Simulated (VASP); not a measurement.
Given:

```xyz
4
Lattice="3.1133 0.0000 0.0000 -1.5566 2.6962 0.0000 0.0000 0.0000 4.9837" Properties=species:S:1:pos:R:3 pbc="T T T"
Al     0.0000     1.7975     0.0000
Al     1.5566     0.8987     2.4919
N      0.0000     1.7975     1.9038
N      1.5566     0.8987     4.3956
```

Level of theory: PBEsol GGA, VASP's PBE PAW potentials (set 64) (plane waves; VASP 6.6.1). Settings: PREC = Normal, EDIFF = 1E-5, 450 eV cut-off, 11×11×6 Γ-centred mesh, Gaussian smearing of 0.050 eV, potentials Al N.

Task: Estimate the energy per atom (σ→0).

Result: 
| Property | Value |
|---|---|
| energy per atom (σ→0) | -7.830 eV/atom |

The compound is AlN in the wurtzite structure. It was relaxed first.
